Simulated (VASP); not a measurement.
A convergence study with VASP on Rh (fcc): a few settings are varied, all else stays as given below, so the limit is that of these other settings. The cell's lengths are 1 % over those of the tabulated start, so it is off equilibrium.

```
CELL_PARAMETERS angstrom
      0.00000     1.91900     1.91900
      1.91900     0.00000     1.91900
      1.91900     1.91900     0.00000
ATOMIC_POSITIONS crystal
  Rh 0.00000 0.00000 0.00000
```

Calculation: LDA (Ceperley-Alder, Perdew-Zunger), VASP's LDA PAW potentials (set 64) (plane waves; VASP). The last row used: 550 eV cut-off, 14×14×14 Γ-centred mesh, first-order Methfessel-Paxton smearing of 0.10 eV, potentials Rh_pv.

```
setting                      E (eV/atom)  pressure (GPa)  electronic steps
---------------------------  -----------  --------------  ----------------
ALGO = Normal, EDIFF = 1E-2      -8.6337          -21.76                 8
ALGO = Normal, EDIFF = 1E-3      -8.6336          -17.09                 9
ALGO = Normal, EDIFF = 1E-4      -8.6336          -17.30                10
ALGO = Normal, EDIFF = 1E-5      -8.6336          -17.21                10
ALGO = Normal, EDIFF = 1E-6      -8.6336          -17.18                11
ALGO = Normal, EDIFF = 1E-7      -8.6336          -17.18                11
ALGO = Normal, EDIFF = 1E-8      -8.6336          -17.16                12
ALGO = Normal, EDIFF = 1E-9      -8.6336          -17.16                12
ALGO = Fast, EDIFF = 1E-2        -8.6343          -31.05                 8
ALGO = Fast, EDIFF = 1E-3        -8.6336          -17.20                 9
ALGO = Fast, EDIFF = 1E-4        -8.6336          -15.58                10
ALGO = Fast, EDIFF = 1E-5        -8.6336          -17.28                11
ALGO = Fast, EDIFF = 1E-6        -8.6336          -17.08                12
ALGO = Fast, EDIFF = 1E-7        -8.6336          -17.16                13
ALGO = Fast, EDIFF = 1E-8        -8.6336          -17.15                15
ALGO = Fast, EDIFF = 1E-9        -8.6336          -17.16                17
ALGO = All, EDIFF = 1E-2         -8.6326          -17.71                10
ALGO = All, EDIFF = 1E-3         -8.6334          -16.81                11
ALGO = All, EDIFF = 1E-4         -8.6336          -17.23                13
ALGO = All, EDIFF = 1E-5         -8.6336          -17.12                14
ALGO = All, EDIFF = 1E-6         -8.6336          -17.17                15
ALGO = All, EDIFF = 1E-7         -8.6336          -17.16                17
ALGO = All, EDIFF = 1E-8         -8.6336          -17.16                19
ALGO = All, EDIFF = 1E-9         -8.6336          -17.16                21
```

Left out are rungs that failed or repeat a setting and relaxations that didn't move; long series are thinned to 24 rows.

The compound is Rh in the fcc structure. The cell was not relaxed at this level.
